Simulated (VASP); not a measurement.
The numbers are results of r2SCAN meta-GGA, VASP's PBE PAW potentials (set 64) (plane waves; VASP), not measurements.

The input files of a VASP run:

### INCAR
```
LMIXTAU = .TRUE.
IBRION = 2   ! conjugate gradients
NELM = 100   ! most electronic steps
LREAL = .FALSE.   ! projection in real space or not
ALGO = Normal
LCHARG = .FALSE.
ENCUT = 480   ! plane-wave cut-off (eV)
METAGGA = R2SCAN
NSW = 40
LASPH = .TRUE.   ! aspherical one-centre terms
SIGMA = 0.05   ! width (eV)
LWAVE = .FALSE.
EDIFFG = -0.01
SYSTEM = MgS
PSTRESS = 100
ISMEAR = 0   ! Gaussian
ISIF = 3
PREC = Accurate
EDIFF = 1E-7   ! SCF stop (eV)
```

### POSCAR
```
MgS
1
   -0.0000000000     2.5110468786     2.5110468786
    2.5110468786    -0.0000000000     2.5110468786
    2.5110468786     2.5110468786     0.0000000000
Mg S
1 1
Direct
  0.0000000000   0.0000000000   0.0000000000
  0.5000000000   0.5000000000   0.5000000000
```

### KPOINTS
```
kpoints
0
gamma
 8 8 8
0 0 0
```

POTCAR, in this order: Mg S (PBE.64 set). Program: vasp_std.

The run wrote:

**OSZICAR**
```
       N       E                     dE             d eps       ncg     rms          rms(c)
DAV:   1     0.123606578217E+02    0.12361E+02   -0.38562E+03   512   0.799E+02
DAV:   2    -0.161267765098E+02   -0.28487E+02   -0.27622E+02   640   0.109E+02
DAV:   3    -0.169199283636E+02   -0.79315E+00   -0.79315E+00   632   0.238E+01
DAV:   4    -0.169227645833E+02   -0.28362E-02   -0.28362E-02   720   0.149E+00
DAV:   5    -0.169227757876E+02   -0.11204E-04   -0.11204E-04   624   0.650E-02    0.516E+00
DAV:   6    -0.153611519700E+02    0.15616E+01   -0.10341E+00   520   0.798E+00    0.538E+00
DAV:   7    -0.152094461637E+02    0.15171E+00   -0.50728E-01   480   0.412E+00    0.206E+00
DAV:   8    -0.153426588038E+02   -0.13321E+00   -0.29796E-01   600   0.463E+00    0.190E+00
DAV:   9    -0.153793080428E+02   -0.36649E-01   -0.37853E-02   512   0.206E+00    0.139E-01
DAV:  10    -0.154136273911E+02   -0.34319E-01   -0.12889E-02   496   0.115E+00    0.856E-02
DAV:  11    -0.154143704368E+02   -0.74305E-03   -0.14311E-04   744   0.156E-01    0.765E-02
DAV:  12    -0.154121787113E+02    0.21917E-02   -0.50547E-04   472   0.238E-01    0.133E-02
DAV:  13    -0.154140925007E+02   -0.19138E-02   -0.95857E-04   480   0.432E-01    0.168E-02
DAV:  14    -0.154140942123E+02   -0.17116E-05   -0.42733E-06   680   0.230E-02    0.171E-02
DAV:  15    -0.154140934576E+02    0.75468E-06   -0.12195E-07   576   0.494E-03    0.167E-02
DAV:  16    -0.154140837104E+02    0.97472E-05   -0.18043E-06   464   0.197E-02    0.172E-02
DAV:  17    -0.154140938981E+02   -0.10188E-04   -0.98788E-07   512   0.131E-02    0.478E-02
DAV:  18    -0.154140878696E+02    0.60285E-05   -0.37650E-07   464   0.884E-03    0.379E-02
DAV:  19    -0.154140925040E+02   -0.46344E-05   -0.89260E-07   480   0.127E-02    0.129E-02
DAV:  20    -0.154140894275E+02    0.30765E-05   -0.13988E-07   480   0.448E-03    0.297E-03
DAV:  21    -0.154140897409E+02   -0.31335E-06   -0.84366E-09   232   0.122E-03    0.130E-03
DAV:  22    -0.154140894714E+02    0.26950E-06   -0.28798E-09   232   0.510E-04    0.220E-04
DAV:  23    -0.154140895835E+02   -0.11217E-06   -0.41061E-09   232   0.877E-04    0.108E-04
DAV:  24    -0.154140894325E+02    0.15101E-06   -0.45707E-10   232   0.267E-04    0.132E-04
DAV:  25    -0.154140894772E+02   -0.44699E-07   -0.28174E-11   232   0.478E-05
   1 F= -.13437648E+02 E0= -.13437648E+02  d E =-.134376E+02
```

**OUTCAR**
```
------------------------ aborting loop because EDIFF is reached ----------------------------------------
  FORCE on cell =-STRESS in cart. coord.  units (eV):
  Direction    XX          YY          ZZ          XY          YZ          ZX
  --------------------------------------------------------------------------------------
  Total        1.9671563      1.9671563      1.9671563      0.0000000      0.0000000      0.0000000
  in kB       99.5302266     99.5302266     99.5302266      0.0000000      0.0000000      0.0000000
  external PRESSURE =      -0.4697734 kB  Pullay stress =     100.0000000 kB
  volume of cell :       31.67
      direct lattice vectors                 reciprocal lattice vectors
     0.000000000  2.511046879  2.511046879    -0.199120138  0.199120138  0.199120138
     2.511046879  0.000000000  2.511046879     0.199120138 -0.199120138  0.199120138
     2.511046879  2.511046879  0.000000000     0.199120138  0.199120138 -0.199120138
 POSITION                                       TOTAL-FORCE (eV/Angst)
 -----------------------------------------------------------------------------------
      0.00000      0.00000      0.00000         0.000000      0.000000      0.000000
      2.51105      2.51105      2.51105        -0.000000     -0.000000     -0.000000
 -----------------------------------------------------------------------------------
    total drift:                                0.000000      0.000000      0.000000
  FREE ENERGIE OF THE ION-ELECTRON SYSTEM (eV)
  ---------------------------------------------------
  free  energy   TOTEN  =       -15.4140894772 eV

  energy  without entropy=      -15.4140894772  energy(sigma->0) =      -15.41408948
  enthalpy is  TOTEN    =       -13.4376483834 eV   P V=        1.9764410939

 reached required accuracy - stopping structural energy minimisation
```
(Selected blocks of OUTCAR.)

The compound is MgS in the rock salt structure. It was relaxed first under an external pressure of 10 GPa.
